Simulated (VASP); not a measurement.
Data:

```
WTe
1.0
    0.00000     2.76105     2.76105
    2.76105     0.00000     2.76105
    2.76105     2.76105     0.00000
W Te
1 1
Direct
  0.00000   0.00000   0.00000
  0.50000   0.50000   0.50000
```

Calculation: PBEsol GGA, VASP's PBE PAW potentials (set 64) (plane waves; VASP 6.6.1). Run with 400 eV cut-off, 13×13×13 Γ-centred mesh, tetrahedra with Blöchl corrections, potentials W_sv Te.

Unless said otherwise, spin-orbit coupling is left out, though it shifts the bands of the heavy elements here.

Estimate the energy per atom (σ→0), band gap (on the k-mesh) with the smallest direct gap where there is one.

* **band gap (on the k-mesh)**: none (metal, semimetal or under 0.01 eV)
* **energy per atom (σ→0)**: -7.184 eV/atom

The absolute energy has meaning only against runs of the same code, potentials and settings.

The structure was generated: WTe was put into the rock salt type (Fm-3m), which need not be its known phase. It was relaxed first, which changed the volume by -38 %.
